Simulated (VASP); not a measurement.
Calculation: PBE GGA, VASP's PBE PAW potentials (set 64) (plane waves; VASP 6.6.1).

VASP ran on this input.

**INCAR**
```
SYSTEM=Ga32P31
PREC=Normal; ENCUT=400; LREAL=Auto
LASPH=T; ISYM=0; NELECT=253.0
EDIFF=1E-5; NELM=100; NELMIN=4
ALGO=Fast; LMAXMIX=4
ISMEAR=0; SIGMA=0.05
GGA=PE
ISPIN=2; MAGMOM=63*0.0476; NUPDOWN=3
IBRION=2; NSW=60; ISIF=2
EDIFFG=-0.03
LWAVE=F; LCHARG=F; LORBIT=10
```

**KPOINTS**
```
Automatic mesh
0
Gamma
1 1 1
0 0 0
```

### POSCAR
```
Ga32P31
1
   11.0671092084     0.0000000000     0.0000000000
    0.0000000000    11.0671092084     0.0000000000
   -0.0000000000    -0.0000000000    11.0671092084
Ga P
32 31
Direct
  0.5000000000   0.0000000000   0.0000000000
  0.7500000000   0.2500000000   0.0000000000
  0.7500000000   0.0000000000   0.2500000000
  0.0000000000   0.0000000000   0.0000000000
  0.2500000000   0.2500000000   0.0000000000
  0.5000000000   0.5000000000   0.0000000000
  0.7500000000   0.7500000000   0.0000000000
  0.2500000000   0.0000000000   0.2500000000
  0.5018570000   0.2545110000   0.2512540000
  0.7455810000   0.4966930000   0.2513330000
  0.5000000000   0.0000000000   0.5000000000
  0.7545380000   0.2463310000   0.5027220000
  0.7500000000   0.0000000000   0.7500000000
  0.0000000000   0.5000000000   0.0000000000
  0.2500000000   0.7500000000   0.0000000000
  0.0000000000   0.2500000000   0.2500000000
  0.2500000000   0.5000000000   0.2500000000
  0.5000000000   0.7500000000   0.2500000000
  0.0000000000   0.0000000000   0.5000000000
  0.2500000000   0.2500000000   0.5000000000
  0.5032530000   0.4955100000   0.4965560000
  0.7500000000   0.7500000000   0.5000000000
  0.2500000000   0.0000000000   0.7500000000
  0.5000000000   0.2500000000   0.7500000000
  0.7500000000   0.5000000000   0.7500000000
  0.0000000000   0.7500000000   0.2500000000
  0.0000000000   0.5000000000   0.5000000000
  0.2500000000   0.7500000000   0.5000000000
  0.0000000000   0.2500000000   0.7500000000
  0.2500000000   0.5000000000   0.7500000000
  0.5000000000   0.7500000000   0.7500000000
  0.0000000000   0.7500000000   0.7500000000
  0.6250000000   0.1250000000   0.1250000000
  0.8750000000   0.3750000000   0.1250000000
  0.8750000000   0.1250000000   0.3750000000
  0.1250000000   0.1250000000   0.1250000000
  0.3750000000   0.3750000000   0.1250000000
  0.6250000000   0.6250000000   0.1250000000
  0.8750000000   0.8750000000   0.1250000000
  0.3750000000   0.1250000000   0.3750000000
  0.8750000000   0.6250000000   0.3750000000
  0.6250000000   0.1250000000   0.6250000000
  0.8750000000   0.3750000000   0.6250000000
  0.8750000000   0.1250000000   0.8750000000
  0.1250000000   0.6250000000   0.1250000000
  0.3750000000   0.8750000000   0.1250000000
  0.1250000000   0.3750000000   0.3750000000
  0.3750000000   0.6250000000   0.3750000000
  0.6250000000   0.8750000000   0.3750000000
  0.1250000000   0.1250000000   0.6250000000
  0.3750000000   0.3750000000   0.6250000000
  0.6250000000   0.6250000000   0.6250000000
  0.8750000000   0.8750000000   0.6250000000
  0.3750000000   0.1250000000   0.8750000000
  0.6250000000   0.3750000000   0.8750000000
  0.8750000000   0.6250000000   0.8750000000
  0.1250000000   0.8750000000   0.3750000000
  0.1250000000   0.6250000000   0.6250000000
  0.3750000000   0.8750000000   0.6250000000
  0.1250000000   0.3750000000   0.8750000000
  0.3750000000   0.6250000000   0.8750000000
  0.6250000000   0.8750000000   0.8750000000
  0.1250000000   0.8750000000   0.8750000000
```

POTCAR, in this order: Ga P (PBE.64 set). Program: vasp_gam.

What will the output report for the number of irreducible k-points (NKPTS), largest plane-wave count, FFT grid (NGX, NGY, NGZ)?

The number of irreducible k-points (NKPTS) is 1 and the largest plane-wave count is 12287. The FFT grid (NGX, NGY, NGZ) is 54 × 54 × 54.

The cell is a supercell with a defect, built from GaP (zinc blende): vac_P, charge -2.
